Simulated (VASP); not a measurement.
Here is the system:

```
CELL_PARAMETERS angstrom
      0.00000     3.17099     3.17099
      3.17099     0.00000     3.17099
      3.17099     3.17099     0.00000
ATOMIC_POSITIONS crystal
  Ag 0.00000 0.00000 0.00000
  I  0.25000 0.25000 0.25000
```

These are LDA (Ceperley-Alder, Perdew-Zunger) with spin-orbit coupling, VASP's LDA PAW potentials (set 64) (plane waves; VASP) values and carry that method's errors. Numerical set-up: 400 eV cut-off, 7×7×7 Γ-centred mesh, Gaussian smearing of 0.050 eV, potentials Ag I.

Problem. Give the energies of bands 9 to 22 at the high-symmetry points, in eV from the valence-band maximum.

Solution. 
```
band      Γ      X      U      L      W
----  -----  -----  -----  -----  -----
9     -3.67  -3.74  -3.88  -3.93  -3.92
10    -3.67  -3.74  -3.88  -3.93  -3.66
11    -3.67  -3.37  -3.53  -3.55  -3.56
12    -3.67  -3.37  -3.50  -3.55  -3.41
13    -0.67  -3.13  -3.33  -3.36  -3.21
14    -0.67  -3.13  -3.24  -3.36  -3.17
15     0.00  -2.49  -2.56  -1.23  -2.77
16     0.00  -2.49  -2.52  -1.23  -2.73
17     0.00  -2.09  -1.87  -0.90  -2.08
18     0.00  -2.09  -1.83  -0.90  -2.07
19     0.86   2.98   3.43   2.29   4.35
20     0.86   2.98   3.45   2.29   4.73
21     5.07   3.43   4.55   5.74   4.75
22     5.07   3.43   4.76   5.74   4.80
```

The gap is direct, 0.86 eV, from the valence maximum at Γ to the conduction minimum at Γ.

The compound is AgI in the zinc blende structure, whereas wurtzite is the usual form. It was relaxed first, which changed the volume by -7 %.
